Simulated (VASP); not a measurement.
ZrB2: electric field gradients with r2SCAN

The system is ZrB2.

```
Zr B
1.0
     3.17000    0.00000    0.00000
    -1.58500    2.74530    0.00000
     0.00000    0.00000    3.53300
Zr B
1 2
Cartesian
  0.0000 0.0000 0.0000
  0.0000 1.8302 1.7665
  1.5850 0.9151 1.7665
```

- Program: VASP 6.6.1
- Task: electric field gradients
- Functional: r2SCAN
- Potentials or basis: VASP PAW PBE potentials, release 64 (Zr_sv, B)
- Cutoff: 520 eV
- k mesh: 12 × 12 × 9
- Occupations: fermi-dirac, width 0.05 eV
- Spin: no spin polarisation
- Further INCAR settings: ALGO = Normal; EDIFF = 1e-07

The pressure is 0.8 GPa. The band gap on the k mesh is none (metal or under the smearing width).

Stress tensor (GPa, compression positive):
```
0.10 0.00 0.00
0.00 0.10 0.00
0.00 0.00 2.31
```

Levels at points of the mesh, in eV from the Fermi level:
```
           k point  band 6  band 7  band 8  band 9  band 10  band 11  band 12  band 13
(0.00, 0.00, 0.00)   -2.88   -2.88   -2.77   -2.70     3.51     3.51     4.34     4.34
(0.50, 0.00, 0.00)   -9.33   -4.24   -3.40   -2.89     2.19     2.35     5.05     5.15
```

Electric field gradients, principal values (V/Å²):
| atom | Vxx | Vyy | Vzz |
| --- | --- | --- | --- |
| 1 Zr | -18.930 | -18.931 | 37.861 |
| 2 B | -0.823 | -0.823 | 1.646 |
| 3 B | -0.823 | -0.823 | 1.646 |

Run time: 66 s on 1 thread of Intel(R) Xeon(R) 6975P-C (Granite Rapids), with other jobs on the host, peak memory 0.17 GiB.

Caveat: the PAW data sets were made with another functional, which shifts forces and pressure a little.
